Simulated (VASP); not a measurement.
```yaml
crystal:
  lattice:
    - [2.08252, 3.59367, -0.00647]
    - [2.08252, -3.59367, 0.00647]
    - [0.00000, 0.00705, -5.09006]
  atoms:
    - { symbol: Te, position: [0.32593, 0.67407, 0.71112] }
    - { symbol: Te, position: [0.67407, 0.32593, 0.28888] }
    - { symbol: Au, position: [0.00000, 0.00000, 0.00000] }
```

These are PBEsol GGA, VASP's PBE PAW potentials (set 64) (plane waves; VASP) values and carry that method's errors. Run with 400 eV cut-off, Gaussian smearing of 0.050 eV, potentials Te Au.

Question: Give the energies of bands 3 to 14 at the high-symmetry points, in eV from the Fermi level.

Answer: 
| band | Γ | C | Y2 | M2 | D | A | V2 |
|---|---|---|---|---|---|---|---|
| 3 | -6.57 | -6.60 | -6.70 | -6.77 | -5.97 | -5.84 | -6.42 |
| 4 | -5.91 | -5.79 | -5.34 | -5.70 | -5.95 | -5.71 | -5.50 |
| 5 | -5.83 | -5.70 | -5.10 | -5.66 | -5.41 | -4.94 | -5.25 |
| 6 | -4.67 | -4.83 | -4.49 | -4.97 | -4.75 | -4.69 | -4.46 |
| 7 | -4.66 | -4.81 | -4.43 | -4.50 | -4.68 | -4.69 | -4.35 |
| 8 | -3.74 | -4.53 | -3.76 | -4.46 | -4.48 | -2.14 | -3.72 |
| 9 | -0.66 | -2.23 | -3.71 | -4.22 | -4.48 | -2.12 | -3.62 |
| 10 | -0.54 | -1.59 | -3.57 | -1.75 | -3.70 | -1.67 | -3.50 |
| 11 | -0.24 | -1.56 | -2.64 | -1.06 | -3.62 | -1.54 | -2.68 |
| 12 | -0.17 | -1.23 | -0.78 | -0.89 | 2.26 | 1.36 | -1.10 |
| 13 | 1.04 | -0.96 | 1.93 | 0.24 | 2.34 | 1.38 | 2.00 |
| 14 | 2.93 | 1.53 | 3.60 | 4.20 | 5.08 | 3.98 | 3.58 |

It has no gap at this level: it comes out as a metal or semimetal.

The compound is Te2Au in the sg12 structure. It was relaxed first, which changed the volume by -5 %. The electron count is odd and the run is not spin-polarised, which forces a metal.
